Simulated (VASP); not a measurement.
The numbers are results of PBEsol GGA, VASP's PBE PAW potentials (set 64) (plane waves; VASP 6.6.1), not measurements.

Input for VASP

File POSCAR:
```
NiSb
1.0
  1.8834396582  -3.2622133448   0.0000000000
  1.8834396582   3.2622133448   0.0000000000
  0.0000000000   0.0000000000   4.8835408705
Ni Sb
2 2
Cart
  1.8834396582  -3.2622133448   2.4417704353
  1.8834396582  -3.2622133448   0.0000000000
  1.8834396582   1.0874066231   1.2208852176
  1.8834396582  -1.0874066231   3.6626556529
```

File KPOINTS:
```
kpoints
0
gamma
  9 9 6
```

INCAR:
```
SYSTEM = NiSb
PREC = Accurate
ENCUT = 500
EDIFF = 1E-6
NELM = 100
ALGO = Normal
LREAL = .FALSE.
LASPH = .TRUE.
ISMEAR = 1
SIGMA = 0.1
GGA = PS
LMAXMIX = 4
LWAVE = .FALSE.
LCHARG = .FALSE.
IBRION = 2
ISIF = 3
NSW = 40
EDIFFG = -0.02
PSTRESS = 200
```

POTCAR, in this order: Ni Sb (PBE.64 set). Program: vasp_std.

Task: What will the output report for the number of irreducible k-points (NKPTS), largest plane-wave count, number of space-group operations, FFT grid (NGX, NGY, NGZ)?

Result: 
```json
{
  "number of irreducible k-points (NKPTS)": "48",
  "largest_plane_wave_count": "1542",
  "number_of_space_group_operations": "24",
  "FFT grid (NGX, NGY, NGZ)": "28 × 28 × 36"
}
```

The compound is NiSb in the NiAs type structure. It was relaxed first under an external pressure of 20 GPa. The run is not spin-polarised, so no magnetic state was tried.
